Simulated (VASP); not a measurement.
Input of a VASP 6.6.1 run:

INCAR

```
ALGO = Normal
EDIFF = 1E-6
ENCUT = 520
GGA = PE
ISIF = 2
ISMEAR = -1
IVDW = 12
LASPH = T
LCHARG = T
LELF = T
LREAL = Auto
LVHAR = T
LWAVE = F
NBANDS = 49
NELM = 100
PREC = Accurate
SIGMA = 0.05
```

KPOINTS

```
k-points
0
Gamma
  1 1 1
```

The input POSCAR:

```
AgH12O6F
1.0
    6.0731780000      0.0000000000      0.0000000000
    0.0000000000      6.0731780000      0.0000000000
    0.0000000000      0.0000000000      6.0731780000
O H Ag F
6 12 1 1
Direct
    0.1537909806      0.4205870468      0.9347330179
    0.9539486575      0.6854072118      0.2588924612
    0.5468965342      0.3567819023      0.5293439448
    0.1751142483      0.0057795112      0.5437680239
    0.4235508987      0.8271616607      0.1663544194
    0.8579692543      0.1934571982      0.7544320288
    0.2593205732      0.4974002079      0.8452905546
    0.0942669555      0.5164841208      1.0488907126
    0.8601262798      0.7285147908      0.1329616883
    0.8503620345      0.5861181740      0.3334004042
    0.6594570421      0.2789972565      0.6270357958
    0.4034625694      0.2873783709      0.5287676403
    0.0457421139      0.0621256285      0.6442920000
    0.0771589438     -0.0871372451      0.4537821878
    0.3706790744      0.9725385951      0.1378685097
    0.5331969522      0.8092632885      0.0461702259
    0.9632353934      0.2744856153      0.8525190600
    0.8003058695      0.0657481141      0.8326612525
    0.5184600221      0.7503649654      0.5413969424
    0.7145023577      0.8255150763      0.8727061845
```

Potentials or basis: VASP PAW PBE potentials, release 64 (O, H, Ag, F).

Command:

```console
$ cat potpaw_PBE.64/O/POTCAR potpaw_PBE.64/H/POTCAR potpaw_PBE.64/Ag/POTCAR potpaw_PBE.64/F/POTCAR > POTCAR
$ mpirun -np 1 vasp_gam > vasp.out
```

(1) Predict the largest force.

(2) Estimate the pressure.

Answers

(1) 1.455 eV/Å.

(2) 0.4 GPa.
